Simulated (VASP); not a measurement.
All values below come from PBEsol GGA, VASP's PBE PAW potentials (set 64) (plane waves; VASP 6.6.1).

The input files of a VASP run:

### INCAR
```
ALGO = Normal
EDIFF = 1E-6
EDIFFG = -0.02
ENCUT = 500
GGA = PS
IBRION = 2
ISIF = 3
ISMEAR = 0
LASPH = .TRUE.
LCHARG = .FALSE.
LMAXMIX = 4
LREAL = .FALSE.
LWAVE = .FALSE.
NELM = 100
NSW = 40
PREC = Accurate
PSTRESS = 50
SIGMA = 0.05
SYSTEM = PbSe
```

File POSCAR:
```
PbSe
1
    0.0000000000     2.9710778268     2.9710778268
    2.9710778268     0.0000000000     2.9710778268
    2.9710778268     2.9710778268     0.0000000000
Pb Se
1 1
Direct
  0.0000000000   0.0000000000   0.0000000000
  0.5000000000   0.5000000000   0.5000000000
```

KPOINTS:
```
Automatic mesh
0
Gamma
8 8 8
0 0 0
```

POTCAR, in this order: Pb_d Se (PBE.64 set). Program: vasp_std.

Output

**OSZICAR**
```
       N       E                     dE             d eps       ncg     rms          rms(c)
DAV:   1     0.152034014463E+03    0.15203E+03   -0.96089E+03   820   0.143E+03
DAV:   2     0.220310808901E+01   -0.14983E+03   -0.14594E+03   848   0.352E+02
DAV:   3    -0.883634345257E+01   -0.11039E+02   -0.10929E+02  1100   0.996E+01
DAV:   4    -0.906371026082E+01   -0.22737E+00   -0.22726E+00   846   0.167E+01
DAV:   5    -0.907161621738E+01   -0.79060E-02   -0.79059E-02  1146   0.314E+00    0.294E+00
DAV:   6    -0.886086323855E+01    0.21075E+00   -0.53220E-01  1242   0.685E+00    0.181E+00
DAV:   7    -0.885300143156E+01    0.78618E-02   -0.93447E-02   948   0.197E+00    0.868E-01
DAV:   8    -0.885322381859E+01   -0.22239E-03   -0.77776E-03   986   0.122E+00    0.665E-02
DAV:   9    -0.885310879983E+01    0.11502E-03   -0.97009E-04  1238   0.388E-01    0.476E-02
DAV:  10    -0.885312813704E+01   -0.19337E-04   -0.89022E-05   890   0.873E-02    0.160E-02
DAV:  11    -0.885312629613E+01    0.18409E-05   -0.29797E-05  1192   0.706E-02    0.715E-03
DAV:  12    -0.885312625054E+01    0.45597E-07   -0.20833E-06   842   0.145E-02
   1 F= -.72161910E+01 E0= -.72161527E+01  d E =-.721619E+01
```

File OUTCAR:
```
------------------------ aborting loop because EDIFF is reached ----------------------------------------
  FORCE on cell =-STRESS in cart. coord.  units (eV):
  Direction    XX          YY          ZZ          XY          YZ          ZX
  --------------------------------------------------------------------------------------
  Total        1.6166928      1.6166928      1.6166928      0.0000000      0.0000000      0.0000000
  in kB       49.3816971     49.3816971     49.3816971      0.0000000      0.0000000      0.0000000
  external PRESSURE =      -0.6183029 kB  Pullay stress =      50.0000000 kB
  volume of cell :       52.45
      direct lattice vectors                 reciprocal lattice vectors
     0.000000000  2.971077827  2.971077827    -0.168289095  0.168289095  0.168289095
     2.971077827  0.000000000  2.971077827     0.168289095 -0.168289095  0.168289095
     2.971077827  2.971077827  0.000000000     0.168289095  0.168289095 -0.168289095
  FREE ENERGIE OF THE ION-ELECTRON SYSTEM (eV)
  ---------------------------------------------------
  free  energy   TOTEN  =        -8.8531262505 eV

  energy  without entropy=       -8.8530495906  energy(sigma->0) =       -8.85308792
  enthalpy is  TOTEN    =        -7.2161909957 eV   P V=        1.6369352548

 reached required accuracy - stopping structural energy minimisation
```
(Selected blocks of OUTCAR.)

**OUTCAR**
```
 val. band max:        6.0275623891   @ k =   0.5000   0.0000   0.0000

 cond. band min:       6.1598178736   @ k =   0.5000   0.0000   0.0000


 Fermi energy:         6.0936901322

 k-point     1 :       0.0000    0.0000    0.0000
  band No.  band energies     occupation
      1     -10.8671      2.00000
      2     -10.8671      2.00000
      3     -10.8632      2.00000
      4     -10.8632      2.00000
      5     -10.8632      2.00000
      6      -8.3543      2.00000
      7      -0.1177      2.00000
      8       3.7649      2.00000
      9       3.7649      2.00000
     10       3.7649      2.00000
     11      10.9326      0.00000
     12      10.9326      0.00000
     13      10.9326      0.00000
     14      12.3085      0.00000

 k-point     2 :       0.1250    0.0000    0.0000
  band No.  band energies     occupation
      1     -10.8722      2.00000
      2     -10.8722      2.00000
      3     -10.8626      2.00000
      4     -10.8567      2.00000
      5     -10.8567      2.00000
      6      -8.2153      2.00000
      7      -0.6612      2.00000
      8       3.8135      2.00000
      9       3.8135      2.00000
     10       4.1629      2.00000
     11       9.7086      0.00000
     12      10.1271      0.00000
     13      10.1271      0.00000
     14      12.1159      0.00000

 k-point     3 :       0.2500    0.0000    0.0000
  band No.  band energies     occupation
      1     -10.8855      2.00000
      2     -10.8855      2.00000
      3     -10.8619      2.00000
      4     -10.8399      2.00000
      5     -10.8399      2.00000
      6      -7.8284      2.00000
      7      -1.7821      2.00000
      8       3.9554      2.00000
      9       3.9554      2.00000
     10       4.8710      2.00000
     11       8.1196      0.00000
     12       8.8596      0.00000
     13       8.8596      0.00000
     14      12.3329      0.00000

 k-point     4 :       0.3750    0.0000    0.0000
  band No.  band energies     occupation
...
```

Unless said otherwise, spin-orbit coupling is left out, though it shifts the bands of the heavy elements here.

The structure was generated: PbSe was put into the rock salt type (Fm-3m), which need not be its known phase. It was relaxed first under an external pressure of 5 GPa.
